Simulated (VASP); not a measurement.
Write the native input for VASP 6.6.1 that does the following.

| Item | Value |
| --- | --- |
| Task | relaxation of cell and atoms |
| Functional | PBE |
| Potentials or basis | VASP PAW PBE potentials, release 64 (Cr_pv, O) |
| Cutoff | 600 eV |
| k mesh | 9 × 9 × 7 |
| Occupations | gaussian, width 0.03 eV |
| Spin | collinear spin, ferromagnetic start |
| Starting moments | [3.0, 3.0, 3.0, 3.0, 0.0, 0.0, 0.0, 0.0, 0.0, 0.0] μB |
| Hubbard terms | Cr d U = 3.7 eV |
| Further INCAR settings | ALGO = Normal; EDIFF = 1e-07; AMIX = 0.2; BMIX = 0.0001; IBRION = 2; EDIFFG = -0.005; NSW = 90; ISIF = 3 |

The structure of Cr2O3 (Eskolaite) lies in POSCAR:

```
Cr2O3                                   
1.0
    2.5443338492      1.4689718304      4.5905518439
   -2.5443338492      1.4689718304      4.5905518439
   -0.0000000000     -2.9379436607      4.5905518439
  Cr              O             
     4     6
Direct
     0.3496503726091482    0.3496503726091482    0.3496503726091482
     0.1503496273908519    0.1503496273908519    0.1503496273908519
     0.6503496273908520    0.6503496273908520    0.6503496273908520
     0.8496503726091480    0.8496503726091480    0.8496503726091480
     0.5509008479542986    0.9490991520457014    0.2500000000000000
     0.2500000000000264    0.5509008479543251    0.9490991520456484
     0.9490991520456749    0.2499999999999736    0.5509008479543516
     0.4490991520457012    0.0509008479542988    0.7500000000000000
     0.7499999999999736    0.4490991520456748    0.0509008479543516
     0.0509008479543252    0.7500000000000264    0.4490991520456484
```

One way to write it, as run:

INCAR

```
SYSTEM = Cr2O3
PREC = Accurate
ENCUT = 600
EDIFF = 1E-7
ISMEAR = 0
SIGMA = 0.03
LREAL = .False.
LASPH = .True.
NELM = 150
ALGO = Normal
ISIF = 3
LWAVE = .False.
LCHARG = .False.
ISPIN = 2
MAGMOM = 3 3 3 3 0 0 0 0 0 0
LORBIT = 11
LMAXMIX = 4
LDAU = .True.
LDAUTYPE = 2
LDAUL = 2 -1
LDAUU = 3.7 0
LDAUJ = 0 0
LDAUPRINT = 1
GGA = PE
IBRION = 2
NSW = 90
EDIFFG = -0.005
AMIX = 0.2
BMIX = 1E-4
AMIX_MAG = 0.8
BMIX_MAG = 1E-4
KPAR = 4
```

KPOINTS

```
Automatic mesh
0
Gamma
  9 9 7
  0 0 0
```

Potentials or basis: VASP PAW PBE potentials, release 64 (Cr_pv, O).

Launch:

```bash
$ cat potpaw_PBE.64/Cr_pv/POTCAR potpaw_PBE.64/O/POTCAR > POTCAR
$ mpirun -np 4 vasp_std > vasp.out
```

It gave:

The relaxed volume is 10.29 Å³/atom and the relaxed cell is a = 5.449 Å, b = 5.449 Å, c = 5.449 Å, α = 55.66°, β = 55.66°, γ = 55.66°. The space group after relaxing (to 0.05 Å) is R-3c (No. 167). The energy gained by relaxing is 0.0 meV/atom, the ionic steps are 3 and the pressure after relaxing is 0.0 GPa. The largest force after relaxing is 0.003 eV/Å, the band gap on the k mesh is 2.63 eV, indirect (least direct gap 2.72 eV) and the net moment is 12.00 μB per cell. The site moments are Cr +3.00; O -0.06 μB and the valence electrons inside the program's atomic spheres are Cr 10.55; O 5.05.

Caveat: an odd mesh through Γ misses points on the zone boundary, where band edges often lie; only a ferromagnetic start was run, and an antiferromagnetic order may lie lower in energy.

Wall time 27 min on 4 MPI ranks on Intel(R) Xeon(R) Platinum 8488C (Sapphire Rapids), with other jobs on the host, peak memory 1.5 GiB a rank.
